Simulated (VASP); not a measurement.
Set up this calculation in VASP 6.6.1, as the native input.

| Item | Value |
| --- | --- |
| Task | single point |
| Functional | PBE |
| Potentials or basis | VASP PAW PBE potentials, release 64 (Bi_d_GW, Te_GW) |
| Cutoff | 450 eV |
| k mesh | 4 × 4 × 4 |
| Occupations | gaussian, width 0.02 eV |
| Spin | no spin polarisation |
| Further INCAR settings | ALGO = Fast; EDIFF = 1e-07; NBANDS = 18 |

The structure of BiTe lies in POSCAR:

```
BiTe
1.0
    0.0000000000      3.2350000000      3.2350000000
    3.2350000000      0.0000000000      3.2350000000
    3.2350000000      3.2350000000      0.0000000000
Bi Te
1 1
Direct
    0.0000000000      0.0000000000      0.0000000000
    0.5000000000      0.5000000000      0.5000000000
```

These files were run (other wordings do the same):

INCAR

```
SYSTEM = BiTe
PREC     = Accurate       ! precision mode
ENCUT    = 450            ! plane-wave cutoff, eV
EDIFF    = 1E-7           ! SCF threshold, eV
ISMEAR   = 0              ! smearing method
SIGMA    = 0.02           ! smearing width, eV
LREAL    = .False.        ! projectors in reciprocal space
LASPH    = .True.         ! aspherical terms in the spheres
NELM     = 100            ! most SCF steps
ALGO     = Fast           ! electronic algorithm
ISIF     = 2              ! what is computed and relaxed
LWAVE    = .False.        ! write WAVECAR
LCHARG   = .False.        ! write CHGCAR
GGA      = PE             ! functional
NBANDS   = 18             ! bands
```

KPOINTS

```
regular mesh
0
Gamma
  4 4 4
  0 0 0
```

Potentials or basis: VASP PAW PBE potentials, release 64 (Bi_d_GW, Te_GW).

Command:

```bash
$ cat potpaw_PBE.64/Bi_d_GW/POTCAR potpaw_PBE.64/Te_GW/POTCAR > POTCAR
$ mpirun -np 1 vasp_std > vasp.out
```

Results of the run:

```
Pressure               : 0.1 GPa
Band gap on the k mesh : none (metal or under the smearing width)
```

Caveat: the k mesh is coarse (spacing up to 0.42 Å⁻¹), so the values aren't converged; spin-orbit coupling is left out, which moves the levels of the heavy elements.

Run time: 16 s on 1 thread of Intel(R) Xeon(R) Platinum 8559C (Emerald Rapids), on a shared host, peak memory 0.18 GiB.
